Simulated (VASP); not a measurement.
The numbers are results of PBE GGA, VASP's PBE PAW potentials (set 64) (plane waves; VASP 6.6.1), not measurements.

A VASP calculation is set up with these files.

**INCAR**
```
ALGO  =  Normal
EDIFF  =  1E-6
EDIFFG  =  -0.02
ENCUT  =  500
GGA  =  PE
IBRION  =  2
ISIF  =  3
ISMEAR  =  1
LASPH  =  .TRUE.
LCHARG  =  .FALSE.
LMAXMIX  =  6
LREAL  =  .FALSE.
LWAVE  =  .FALSE.
NELM  =  100
NSW  =  40
PREC  =  Accurate
SIGMA  =  0.1
SYSTEM  =  PtAl2
```

**POSCAR**
```
PtAl2
1
    0.0000000000     2.9713969636     2.9713969636
    2.9713969636     0.0000000000     2.9713969636
    2.9713969636     2.9713969636     0.0000000000
Al Pt
2 1
Direct
  0.2500000000   0.2500000000   0.2500000000
  0.7500000000   0.7500000000   0.7500000000
  0.0000000000   0.0000000000   0.0000000000
```

KPOINTS:
```
kpoints
0
G
9 9 9
0 0 0
```

POTCAR, in this order: Al Pt (PBE.64 set). Program: vasp_std.

Unless said otherwise, spin-orbit coupling is left out, though it shifts the bands of the heavy elements here.

### Question
What does the run give for the energy per atom (σ→0), band gap (on the k-mesh)?

### Answer

The energy per atom (σ→0) is -5.421 eV/atom and the band gap (on the k-mesh) is none (metal, semimetal or under 0.01 eV).

### OSZICAR
```
...
DAV:   7    -0.162926118951E+02    0.78865E-01   -0.19766E-01   928   0.455E+00    0.164E+00
DAV:   8    -0.162631402291E+02    0.29472E-01   -0.32421E-02   988   0.180E+00    0.252E-01
DAV:   9    -0.162631466720E+02   -0.64429E-05   -0.19539E-03  1020   0.430E-01    0.164E-01
DAV:  10    -0.162632944348E+02   -0.14776E-03   -0.33379E-04   940   0.154E-01    0.178E-02
DAV:  11    -0.162632920375E+02    0.23973E-05   -0.18503E-05  1016   0.454E-02    0.824E-03
DAV:  12    -0.162632939705E+02   -0.19330E-05   -0.57677E-06   924   0.182E-02    0.223E-03
DAV:  13    -0.162632938826E+02    0.87950E-07   -0.56004E-07   604   0.782E-03
   1 F= -.16263294E+02 E0= -.16263808E+02  d E =-.162633E+02
```

The compound is PtAl2 in the fluorite structure. It was relaxed first.
